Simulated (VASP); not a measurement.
An input for Quantum ESPRESSO's pw.x (written as the equivalent of a VASP run, and not itself run):

```
&CONTROL
  calculation = 'scf'
  pseudo_dir = './pseudo'
  outdir = './out'
  tprnfor = .true.
  tstress = .true.
/
&SYSTEM
  ibrav = 0
  nat = 2
  ntyp = 2
  ecutwfc = 84
  occupations = 'smearing'
  smearing = 'gaussian'
  degauss = 0.003675
  input_dft = 'pbesol'
/
&ELECTRONS
  conv_thr = 7.3e-08
  electron_maxstep = 100
/
ATOMIC_SPECIES
  Ti 47.867 Ti.upf
  C 12.011 C.upf
CELL_PARAMETERS angstrom
     0.0000000    2.1657200    2.1657200
     2.1657200    0.0000000    2.1657200
     2.1657200    2.1657200    0.0000000
ATOMIC_POSITIONS crystal
  Ti  -0.0028130 -0.0196920  0.0044470
  C    0.5028130  0.5196920  0.4955530
K_POINTS automatic
  14 14 14 0 0 0
```

Write the VASP files for the same calculation (PBEsol).

One answer among several that fit: 
**KPOINTS**
```
Automatic
0
Gamma
14 14 14
0 0 0
```

INCAR:
```
# general
SYSTEM  = TiC
PREC    = Accurate
ENCUT   = 400
LREAL   = .FALSE.
LASPH   = .TRUE.

# electronic loop
EDIFF   = 1E-6
NELM    = 100
ALGO    = Normal
LMAXMIX = 4

# smearing
ISMEAR  = 0
SIGMA   = 0.05

# functional
GGA     = PS

# ions
ISIF    = 2

# output
LWAVE   = .FALSE.
LCHARG  = .FALSE.
```

POSCAR:
```
TiC
2.165720
  0.0000000000   1.0000000000   1.0000000000
  1.0000000000   0.0000000000   1.0000000000
  1.0000000000   1.0000000000   0.0000000000
Ti C
1 1
Cart
 -0.0152450000   0.0016340000  -0.0225050000
  1.0152450000   0.9983660000   1.0225050000
```

POTCAR, in this order: Ti_sv C (PBE.64 set). Program: vasp_std.

The two are equivalent in intent, not identical: the potentials are each code's own (VASP's PAW set, PseudoDojo norm-conserving files in pw.x), so ENCUT and ecutwfc are chosen apart and not converted; conv_thr bounds pw.x's estimated SCF error, while EDIFF bounds the energy change between steps.

The structure comes from a computed database's TiC entry; how it stands against other phases isn't given here. The cell was not relaxed at this level, atoms are displaced from their ideal sites. The run is one of a series of settings (KPOINTS 14×14×14 Γ-centred mesh against the base run), some of them coarse on purpose.
